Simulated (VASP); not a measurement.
These are PBEsol GGA, VASP's PBE PAW potentials (set 64) (plane waves; VASP 6.6.1) values and carry that method's errors.

The input files of a VASP run:

**INCAR**
```
SYSTEM=HfB2
PREC=Accurate; ENCUT=400; LREAL=.FALSE.
LASPH=.TRUE.
EDIFF=1E-6; NELM=100; ALGO=Normal
LMAXMIX=6
ISMEAR=-1; SIGMA=0.05
GGA=PS
ISIF=2
LWAVE=.FALSE.; LCHARG=.FALSE.
```

KPOINTS:
```
K-points
0
Gamma
8 8 7
```

### POSCAR
```
HfB2
1
    3.1326800000     0.0000000000     0.0000000000
   -1.5663400000     2.7129800000     0.0000000000
    0.0000000000     0.0000000000     3.4792100000
Hf B
1 2
Direct
  0.0000000000   0.0000000000   0.0000000000
  0.3333330000   0.6666670000   0.5000000000
  0.6666670000   0.3333330000   0.5000000000
```

POTCAR, in this order: Hf_pv B (PBE.64 set). Program: vasp_std.

At this cut-off the stress carries a Pulay error, which pulls relaxed volumes low. Unless said otherwise, spin-orbit coupling is left out, though it shifts the bands of the heavy elements here.

**Question.** What does the run give for the energy per atom (σ→0), pressure, band gap (on the k-mesh)?

**Answer.** 
The energy per atom (σ→0) is -9.285 eV/atom, the band gap (on the k-mesh) comes out as none (metal, semimetal or under 0.01 eV) and the pressure is -3.23 GPa.

File OSZICAR:
```
...
DAV:   7    -0.279272077442E+02    0.39834E-01   -0.15736E+00  1208   0.858E+00    0.111E+01
DAV:   8    -0.278615124790E+02    0.65695E-01   -0.44579E-01  1128   0.463E+00    0.176E+00
DAV:   9    -0.278574427070E+02    0.40698E-02   -0.31475E-02  1116   0.137E+00    0.318E-01
DAV:  10    -0.278573464439E+02    0.96263E-04   -0.10072E-03  1160   0.257E-01    0.334E-01
DAV:  11    -0.278573468271E+02   -0.38323E-06   -0.11311E-04  1176   0.816E-02    0.159E-01
DAV:  12    -0.278573427288E+02    0.40983E-05   -0.14016E-05  1160   0.303E-02    0.287E-02
DAV:  13    -0.278573428310E+02   -0.10222E-06   -0.47955E-07   672   0.668E-03
   1 F= -.27857343E+02 E0= -.27856243E+02  d E =-.219916E-02
```

The structure comes from a computed database's HfB2 entry; how it stands against other phases isn't given here. The cell was not relaxed at this level. The run is one of a series of settings (GGA = PS against the base run), some of them coarse on purpose.
